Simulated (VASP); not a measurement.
A convergence study with VASP on HfC: one setting is varied, all else stays as given below, so the limit is that of these other settings.

```
HfC
1.0
    3.29738     0.00000     0.00000
   -3.29738     3.29738     0.00000
    0.00000     0.00000    20.99480
C Hf
4 4
Direct
  0.00000   0.00000   0.33342
  0.00000   0.50000   0.44447
  0.00000   0.00000   0.55553
  0.00000   0.50000   0.66658
  0.00000   0.00000   0.44447
  0.00000   0.50000   0.33342
  0.00000   0.00000   0.66658
  0.00000   0.50000   0.55553
```

Method: LDA (Ceperley-Alder, Perdew-Zunger), VASP's LDA PAW potentials (set 64) (plane waves; VASP 6.6.1). The tightest run used: 800 eV cut-off, 13×13×1 Γ-centred mesh, Fermi-Dirac smearing of 0.10 eV, potentials C Hf_pv.

Problem. The settings run are ENCUT = 200; ENCUT = 240; ENCUT = 280; ENCUT = 340; ENCUT = 480; ENCUT = 600; ENCUT = 800. From which on does the largest force stay within 0.02 eV/Å of the tightest run?

Solution. From ENCUT = 240 on: it is off by 0.006 there and by no more than 0.02 in any finer run, while ENCUT = 200 is off by 0.066.
```
setting      E (eV/atom)  largest force (eV/Å)  plane waves  difference judged (eV/Å)
-----------  -----------  --------------------  -----------  ------------------------
ENCUT = 200     -11.1011                 1.887         1486                     0.066
ENCUT = 240     -11.0578                 1.828         1954                     0.006
ENCUT = 280     -11.0334                 1.829         2477                     0.007
ENCUT = 340     -11.0261                 1.815         3278                     0.006
ENCUT = 480     -11.0225                 1.819         5506                     0.002
ENCUT = 600     -11.0228                 1.820         7675                     0.002
ENCUT = 800     -11.0246                 1.821        11767                     0.000
```

Left out are rungs that failed or repeat a setting and relaxations that didn't move; long series are thinned to 24 rows.

The cell is a sheet or thin cut with vacuum, built from a generated structure.
